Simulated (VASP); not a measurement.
An input for Ansatz (written as the equivalent of a VASP run, and not itself run):

Ansatz 0.2 input:
```yaml
crystal:
  lattice:
    - [2.7379149, 0.0000000, 0.0000000]
    - [-1.3689580, 2.3711037, 0.0000000]
    - [0.0000000, 0.0000000, 4.7534409]
  atoms:
    - { symbol: Pt, position: [0.3333330, 0.6666670, 0.2500000] }
    - { symbol: Pt, position: [0.6666670, 0.3333330, 0.7500000] }
kpoints:
  mp_grid: { grid: [14, 14, 7] }
hamiltonian:
  xc: r2scan
  pseudopotentials: { kind: paw }
scf:
  occupations: { method: methfessel_paxton, width: 0.1 }
  max_iter: 100
relax:
  max_steps: 60
  f_tol: 0.01
  cell: {}
output: { forces: true, stress: true, eigenvalues: true }
```

Problem. Translate this input to VASP (INCAR, KPOINTS, POSCAR, choice of POTCAR).

Solution. This is not unique; one that fits is 
File KPOINTS:
```
Automatic mesh
0
Gamma
  14 14 7
```

### INCAR
```
SIGMA = 0.1
EDIFF = 1E-6   # SCF stop (eV)
METAGGA = R2SCAN
NSW = 60
ISIF = 3   # ions, shape and volume
EDIFFG = -0.01
IBRION = 2   # conjugate gradients
ALGO = Normal
LREAL = .FALSE.   # projection in real space or not
ISMEAR = 1
SYSTEM = Pt
NELM = 100   # most electronic steps
ENCUT = 400   # plane-wave cut-off (eV)
LWAVE = .FALSE.
LMIXTAU = .TRUE.
LASPH = .TRUE.   # aspherical one-centre terms
LCHARG = .FALSE.
PREC = Accurate
LMAXMIX = 6
```

POSCAR:
```
Pt
1.0
  2.7379149308   0.0000000083   0.0000000000
 -1.3689579511   2.3711037326   0.0000000000
  0.0000000000   0.0000000000   4.7534408628
Pt
2
Direct
  0.3333330000   0.6666670000   0.2500000000
  0.6666670000   0.3333330000   0.7500000000
```

POTCAR, in this order: Pt (PBE.64 set). Program: vasp_std.

Limits of the translation: each code has its own PAW files, so the cut-off isn't converted (ENCUT is set for VASP's; basis.ecutwfc is left out, and Ansatz then takes the one that its files recommend); Ansatz stops its SCF on the density residual and VASP on the energy change (EDIFF).

The structure was generated: Pt was put into the hcp type (P6_3/mmc), which need not be its known phase. This run relaxes it. Symmetry was kept, so distortions that lower it aren't found. The start is the result of an earlier pass.
